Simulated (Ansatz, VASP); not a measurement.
## Cross-check of WSe2 between VASP and Ansatz

Wanted: the spread between two codes on one cell, functional and k mesh. The structure shown is the end of the Ansatz relaxation below.

Main program and level: Ansatz 0.2.0; plane waves, with VASP 6.6.1 beside it; single point at PBEsol.

## (1) The starting structure

The cell holds 12 atoms: 4 W and 8 Se. Its edges and angles: a = 6.540 Å, b = 6.540 Å, c = 18.142 Å, α = 90.0°, β = 90.0°, γ = 120.0°. Vacuum lies along c.

## (2) Ansatz: relaxation, PBEsol

Ansatz runs on its PAW soft_1 files.

This run makes the geometry at which the two programs are then compared.

input.yaml reads:

```yaml
crystal:
  lattice:
    - [6.3064, 0.0, 0.0]
    - [-3.1532, 5.46150261, 0.0]
    - [0.0, 0.0, 18.142365]
  atoms:
    - { symbol: W, position: [0.33333333, 0.16666667, 0.5] }
    - { symbol: W, position: [0.33333333, 0.66666667, 0.5] }
    - { symbol: W, position: [0.83333333, 0.16666667, 0.5] }
    - { symbol: W, position: [0.83333333, 0.66666667, 0.5] }
    - { symbol: Se, position: [0.16666667, 0.33333333, 0.41339704] }
    - { symbol: Se, position: [0.16666667, 0.33333333, 0.58660296] }
    - { symbol: Se, position: [0.16666667, 0.83333333, 0.41339704] }
    - { symbol: Se, position: [0.16666667, 0.83333333, 0.58660296] }
    - { symbol: Se, position: [0.66666667, 0.33333333, 0.41339704] }
    - { symbol: Se, position: [0.66666667, 0.33333333, 0.58660296] }
    - { symbol: Se, position: [0.66666667, 0.83333333, 0.41339704] }
    - { symbol: Se, position: [0.66666667, 0.83333333, 0.58660296] }
kpoints:
  mp_grid: { grid: [5, 5, 2] }
scf:
  occupations: { method: fermi_dirac, width: 0.02 }
hamiltonian:
  xc: pbesol
  pseudopotentials: { kind: paw, azcp: { folder: soft_1 }, xc_functional: pbe }
basis:
  ecutwfc: 600
output:
  forces: true
  stress: true
relax:
  f_tol: 0.005
  max_steps: 70
  cell: { stress_tol: 0.02, p_target: 0, fix: [c, alpha, beta, gamma] }
```

Started as:

```
$ ansatz run input.yaml --threads 4 --pin off --max-ram 10240MiB --backend cpu --events-out ev --progress --plain --runs-dir out
```

Numbers of over 12 decimals in the logs are rounded to 6 here.

Output:

```text
Warning: crystal.symmetry: narrowed to the stabiliser of the fixed cell quantities (relax.cell.fix) — unitary ops 48 → 16. The narrowing is safe, since a smaller group never makes results wrong: the run goes on under it, on as many k-points as the starting group would need, or more. Excluded: 32 operations that would move a fixed cell quantity at a test strain (relax.cell.fix fixes c, alpha, beta, gamma). The cell can leave their symmetry as it relaxes.
Engine: ansatz 0.2.0, aarch64-unknown-linux-gnu
Pseudopotentials: kind: paw
Pseudopotential: W, paw, valence charge 14, recommended cutoff 420 eV (normal), soft_1/W.paw.azcp
Pseudopotential: Se, paw, valence charge 16, recommended cutoff 420 eV (normal), soft_1/Se.paw.azcp
Functional definition: PBEsol
  exchange = pbesol_x
  correlation = pbesol_c
Crystal: 12 atoms, lattice volume = 624.867 Å³
Basis set: ecut = 600 eV, 20893 PW (Γ), exchange–correlation on 108×108×300 points (8 copies of the dense FFT grid, shifted against one another)
Bands: 111, of which v1, the nominal top of the filled ones, is band 92 counted from 1 (91 counted from 0)
Symmetry: 16 space group operations
k-points: 18 of 50 (time reversal used)
Non-local potential: W, projectors of the file, l = 0: 3, l = 1: 2, l = 2: 2, l = 3: 1
Non-local potential: Se, projectors of the file, l = 0: 2, l = 1: 2, l = 2: 3, l = 3: 1
PAW form: soft (Blöchl's): semilocal exchange-correlation on the pseudo side does not see the compensation charge
PAW frozen core: W, regenerated for the run's functional, and the local potential with it (the file was generated under x = pbe(κ = 0.804, μ = 0.219515), c = pbe(β = 0.066725))
PAW frozen core: Se, regenerated for the run's functional, and the local potential with it (the file was generated under x = pbe(κ = 0.804, μ = 0.219515), c = pbe(β = 0.066725))
PAW one-centre angular grid: W, 590 points (default); XC on 64 Gauss nodes
PAW one-centre angular grid: Se, 590 points (default); XC on 64 Gauss nodes
Initial density: superposition of atomic densities (neutral atoms: chi_scale 0, normalization atom)
Initial wavefunctions: pseudopotential atomic-orbital guess
Functional: x = pbesol(κ = 0.804, μ = 0.123457), c = pbesol(β = 0.046)
SCF iter   1: F=—  HF=-84430.613655 eV  |F-HF|=—  |Δ(HF+E_count)|=         —  Δρ=2.24e-2  dr2=7.39e0  ethr=3.10e-3  ⟨swp⟩=8.0  Hψ=8531  notcnv=0  defer=26
preconditioner: auto → Resta (q_TF=auto, 2.225 Å⁻¹)  ε∞=2.6  [insulator: Δε(μ)=1.946 eV  Ē_g=9.852 eV  σ=0.020 eV  W_gap=1.00  n_scr=108 (ndim 8)  ℏωp=12.6 eV  f_vac=0.632  D(μ)=0.00/eV (n_scr^D=0)  ε∞_Penn≈2.6  vacuum switching on, ρ_ref=7.0e-3 e/Å³]
SCF iter   2: F=—  HF=-84429.056051 eV  |F-HF|=—  |Δ(HF+E_count)|=    1.56e0  Δρ=1.36e-2  dr2=1.17e0  ethr=3.10e-3  ⟨swp⟩=3.0  Hψ=2972  notcnv=0  defer=222
SCF iter   3: F=—  HF=-84428.821636 eV  |F-HF|=—  |Δ(HF+E_count)|=   2.34e-1  Δρ=5.92e-3  dr2=4.86e-1  ethr=6.38e-4  ⟨swp⟩=3.2  Hψ=2836  notcnv=0  defer=222
SCF iter   4: F=—  HF=-84428.735475 eV  |F-HF|=—  |Δ(HF+E_count)|=   8.62e-2  Δρ=1.63e-3  dr2=2.04e-2  ethr=2.64e-4  ⟨swp⟩=2.7  Hψ=2902  notcnv=0  defer=230
SCF iter   5: F=—  HF=-84428.734926 eV  |F-HF|=—  |Δ(HF+E_count)|=   5.48e-4  Δρ=4.28e-4  dr2=1.18e-3  ethr=1.11e-5  ⟨swp⟩=3.4  Hψ=3111  notcnv=0  defer=230
SCF iter   6: F=—  HF=-84428.735709 eV  |F-HF|=—  |Δ(HF+E_count)|=   7.83e-4  Δρ=1.28e-4  dr2=9.21e-5  ethr=6.42e-7  ⟨swp⟩=3.5  Hψ=3867  notcnv=0  defer=230
SCF iter   7: F=—  HF=-84428.735724 eV  |F-HF|=—  |Δ(HF+E_count)|=   1.54e-5  Δρ=2.31e-5  dr2=5.01e-6  ethr=5.01e-8  ⟨swp⟩=2.2  Hψ=2440  notcnv=0  defer=230
SCF iter   8: F=—  HF=-84428.735728 eV  |F-HF|=—  |Δ(HF+E_count)|=   3.57e-6  Δρ=4.69e-6  dr2=3.97e-7  ethr=2.72e-9  ⟨swp⟩=3.7  Hψ=3589  notcnv=0  defer=230
SCF iter   9: F=-84428.735728 eV  HF=-84428.735728 eV  |F-HF|=2.62e-8  |Δ(HF+E_count)|=   8.42e-8  Δρ=1.49e-6  dr2=3.55e-8  ethr=5.43e-11  ⟨swp⟩=5.5  Hψ=6797  notcnv=0
SCF 1 converged in 9 iterations: F = -84428.735728 eV  dr2 = 3.55e-8
  greatest PAW one-centre occupation: 1.000 electrons in one spin orbital (limit 2), on the Se atom at site 11 (counted from 0), in its partial waves of l = 2
relax step   1: F+E_penalty+E_count = -84428.73572786 eV  Δ(F+E_penalty+E_count) = +0.000e0 eV  max|allowed force component| = 3.284e0 eV/Å  Δτ_max = 0.0000 Å  P = +8.872 GPa  Ω = 624.867 Å³  fix = [c, alpha, beta, gamma]  reactions: c +10.583 GPa; gamma +0.000 GPa/rad  (9 SCF iters, dr2 threshold 1.00e-7 eV, accepted)
[...]
relax step   5: F+E_penalty+E_count = -84431.04448876 eV  Δ(F+E_penalty+E_count) = -1.675e-2 eV  max|allowed force component| = 7.750e-4 eV/Å  Δτ_max = 0.0078 Å  P = -0.014 GPa  Ω = 672.404 Å³  energy of the carried Pulay correction = -3.871e-4 eV  fix = [c, alpha, beta, gamma]  reactions: c +0.002 GPa; gamma +0.000 GPa/rad  (6 SCF iters, dr2 threshold 9.57e-7 eV, accepted)
[...]
relax step   6: F+E_penalty+E_count = -84431.04451820 eV  Δ(F+E_penalty+E_count) = -2.944e-5 eV  max|allowed force component| = 2.778e-4 eV/Å  Δτ_max = 0.0004 Å  P = +0.000 GPa  Ω = 672.046 Å³  energy of the carried Pulay correction = -3.843e-4 eV  fix = [c, alpha, beta, gamma]  reactions: c +0.001 GPa; gamma -0.000 GPa/rad  (6 SCF iters, dr2 threshold 1.21e-9 eV, accepted)
[...]
relax step   7: F+E_penalty+E_count = -84431.04491505 eV  Δ(F+E_penalty+E_count) = -3.969e-4 eV  max|allowed force component| = 2.688e-4 eV/Å  Δτ_max = 0.0000 Å  P = +0.000 GPa  Ω = 672.046 Å³  fix = [c, alpha, beta, gamma]  reactions: c +0.001 GPa; gamma +0.000 GPa/rad  stress off target by 1.72e-4 GPa on what of the cell is left free  SCF on the basis re-selected at this cell (its energy is not comparable with the rows above)  (7 SCF iters)
basis re-selected at this cell: Δ(F+E_penalty+E_count) = -3.969e-4 eV, ΔP = +0.000 GPa vs the last step (what re-selecting the basis moved, of the pressure what is left beyond the Pulay correction that the steps carried, after the strain that the cell walked since its last selection, with what the two solves' SCF thresholds leave and, on support functions, any second-order correction that the steps lacked; it is no m [...]
SCF converged after 7 iterations
Free energy (F): -84431.044915 eV
Harris-Foulkes:  -84431.044915 eV  (|F-HF|=7.28e-11)
Internal energy: -84431.044915 eV  (E = F + TS)
E sigma→0 (E₀):  -84431.044915 eV
Fermi energy:    1.918401 eV
--- Per-component energies (eV) ---
  E_band       = -5487.650950
  E_kinetic    = 2581.252071
  E_local      = -151088.407244  (includes V_loc(G=0)·N_el)
  E_nonlocal   = -2911.006429
  E_hartree    = 74876.406785
  E_xc         = -1743.378467
  E_vxc        = -1651.375583  (∫ρ·V_xc dr)
  E_paw        = -50495.205945  (= ΣΔE_a)
  E_vpaw       = -2170.927336  (= ΣTr[D̂ρ^β])
  E_aug_tail   = 0.000128  (compensation charges beyond the density's cutoff)
  E_ewald      = 44340.339140
  E_core_change = 8.955046  (= ΣΔE_core)
  E_smearing   = -0.000000  (= −TS)
  E_closure    = -0.000000  (closes the sum)
  Σ components = -84431.044915   (vs F -84431.044915, Δ=0.00e0)
--- Forces (eV/Å), atoms counted from 1 ---
  atom   1  W     -0.00000002     0.00000001     0.00000000
  atom   2  W     -0.00000002     0.00000001    -0.00000000
  atom   3  W     -0.00000002     0.00000001     0.00000000
  atom   4  W     -0.00000002     0.00000001     0.00000000
  atom   5  Se     0.00000001    -0.00000000    -0.00026883
  atom   6  Se     0.00000001    -0.00000000     0.00026883
  atom   7  Se     0.00000001    -0.00000000    -0.00026883
  atom   8  Se     0.00000001    -0.00000000     0.00026883
  atom   9  Se     0.00000001    -0.00000000    -0.00026883
  atom  10  Se     0.00000001    -0.00000000     0.00026883
  atom  11  Se     0.00000001    -0.00000000    -0.00026883
  atom  12  Se     0.00000001    -0.00000000     0.00026883
  max |Σ_I F_I| component: 1.23e-8 eV/Å
--- Stress (GPa, compression-positive) ---
       -0.000172      -0.000000      -0.000000
       -0.000000      -0.000172      -0.000000
       -0.000000      -0.000000       0.000850
  P = ⅓ Tr σ = 0.0002 GPa (0.002 kbar)
--- Relaxed structure (6 steps of the walk, 6 accepted, 1 SCFs on fresh bases) ---
  F+E_penalty+E_count = -84431.04491505 eV   max|allowed force component| = 2.688e-4 eV/Å   (the final SCF, on the basis selected at the relaxed cell)
  cell:  # Å, volume = 672.0456 Å³
    - [6.540141, -2.809453135376398e-17, 0]
    - [-3.270071, 5.663928, 0]
    - [0, 0, 18.142365]
  atoms:
    - { symbol: W, position: [0.333333, 0.166667, 0.5] }
    - { symbol: W, position: [0.333333, 0.666667, 0.5] }
    - { symbol: W, position: [0.833333, 0.166667, 0.5] }
    - { symbol: W, position: [0.833333, 0.666667, 0.5] }
    - { symbol: Se, position: [0.166667, 0.333333, 0.407805] }
    - { symbol: Se, position: [0.166667, 0.333333, 0.592195] }
    - { symbol: Se, position: [0.166667, 0.833333, 0.407805] }
    - { symbol: Se, position: [0.166667, 0.833333, 0.592195] }
    - { symbol: Se, position: [0.666667, 0.333333, 0.407805] }
    - { symbol: Se, position: [0.666667, 0.333333, 0.592195] }
    - { symbol: Se, position: [0.666667, 0.833333, 0.407805] }
    - { symbol: Se, position: [0.666667, 0.833333, 0.592195] }
```

(Part 1 of 2 ends here.)

[Lines on the potential files, build, host, timing and source positions are cut from VASP's logs without a mark.]

[Logs are printed without paths, hosts, clocks, repeated set-up lines and the standing remarks that a program may print on its own settings, such as how far it seeks lower states.]

[Hosts, paths, dates, database ids (printed as entryN), source tags and the programs' standing remarks are cut or masked in the printed files.]
